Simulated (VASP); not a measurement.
Computed with LDA (Ceperley-Alder, Perdew-Zunger), VASP's LDA PAW potentials (set 64) (plane waves; VASP).

A VASP calculation is set up with these files.

POSCAR:
```
CaO
1.0
  0.0000000000   2.3308444559   2.3308444559
  2.3308444559   0.0000000000   2.3308444559
  2.3308444559   2.3308444559   0.0000000000
Ca O
1 1
Direct
  0.0000000000   0.0000000000   0.0000000000
  0.5000000000   0.5000000000   0.5000000000
```

KPOINTS:
```
Automatic mesh
0
Gamma
10 10 10
0 0 0
```

### INCAR
```
! general
SYSTEM  = CaO
PREC    = Accurate
ENCUT   = 620
LREAL   = .FALSE.
LASPH   = .TRUE.

! electronic loop
EDIFF   = 1E-6
NELM    = 100
ALGO    = Normal

! smearing
ISMEAR  = 0
SIGMA   = 0.05

! ions
IBRION  = 2
NSW     = 40
ISIF    = 3
EDIFFG  = -0.02
PSTRESS = 50

! output
LWAVE   = .FALSE.
LCHARG  = .FALSE.
```

POTCAR, in this order: Ca_sv O (LDA.64 set). Program: vasp_std.

Output

### OSZICAR
```
       N       E                     dE             d eps       ncg     rms          rms(c)
DAV:   1     0.140952636597E+03    0.14095E+03   -0.96200E+03  1128   0.158E+03
DAV:   2    -0.822764854818E+01   -0.14918E+03   -0.14006E+03  1292   0.367E+02
DAV:   3    -0.156696970429E+02   -0.74420E+01   -0.73699E+01  1420   0.831E+01
DAV:   4    -0.159341142230E+02   -0.26442E+00   -0.26402E+00  1620   0.138E+01
DAV:   5    -0.159384318506E+02   -0.43176E-02   -0.43171E-02  1384   0.171E+00    0.849E+00
DAV:   6    -0.143168652648E+02    0.16216E+01   -0.82089E+00  1312   0.275E+01    0.358E+00
DAV:   7    -0.142404741067E+02    0.76391E-01   -0.67736E-01  1516   0.856E+00    0.170E+00
DAV:   8    -0.142110102439E+02    0.29464E-01   -0.76606E-02  1360   0.316E+00    0.360E-01
DAV:   9    -0.142087344248E+02    0.22758E-02   -0.15318E-02  1372   0.110E+00    0.110E-01
DAV:  10    -0.142088222957E+02   -0.87871E-04   -0.13075E-03  1308   0.376E-01    0.244E-02
DAV:  11    -0.142088457738E+02   -0.23478E-04   -0.18953E-04  1716   0.115E-01    0.306E-02
DAV:  12    -0.142088292059E+02    0.16568E-04   -0.56275E-05  1360   0.820E-02    0.289E-03
DAV:  13    -0.142088295131E+02   -0.30724E-06   -0.40168E-06  1404   0.200E-02
   1 F= -.13418462E+02 E0= -.13418462E+02  d E =-.134185E+02
```

### OUTCAR
```
------------------------ aborting loop because EDIFF is reached ----------------------------------------
  FORCE on cell =-STRESS in cart. coord.  units (eV):
  Direction    XX          YY          ZZ          XY          YZ          ZX
  --------------------------------------------------------------------------------------
  Total        0.7867515      0.7867515      0.7867515      0.0000000     -0.0000000      0.0000000
  in kB       49.7712177     49.7712177     49.7712177      0.0000000     -0.0000000      0.0000000
  external PRESSURE =      -0.2287823 kB  Pullay stress =      50.0000000 kB
  volume of cell :       25.33
      direct lattice vectors                 reciprocal lattice vectors
     0.000000000  2.330844456  2.330844456    -0.214514529  0.214514529  0.214514529
     2.330844456  0.000000000  2.330844456     0.214514529 -0.214514529  0.214514529
     2.330844456  2.330844456  0.000000000     0.214514529  0.214514529 -0.214514529
  FREE ENERGIE OF THE ION-ELECTRON SYSTEM (eV)
  ---------------------------------------------------
  free  energy   TOTEN  =       -14.2088295131 eV

  energy  without entropy=      -14.2088295131  energy(sigma->0) =      -14.20882951
  enthalpy is  TOTEN    =       -13.4184616089 eV   P V=        0.7903679042

 reached required accuracy - stopping structural energy minimisation
```
(Selected blocks of OUTCAR.)

The compound is CaO in the rock salt structure. It was relaxed first under an external pressure of 5 GPa.
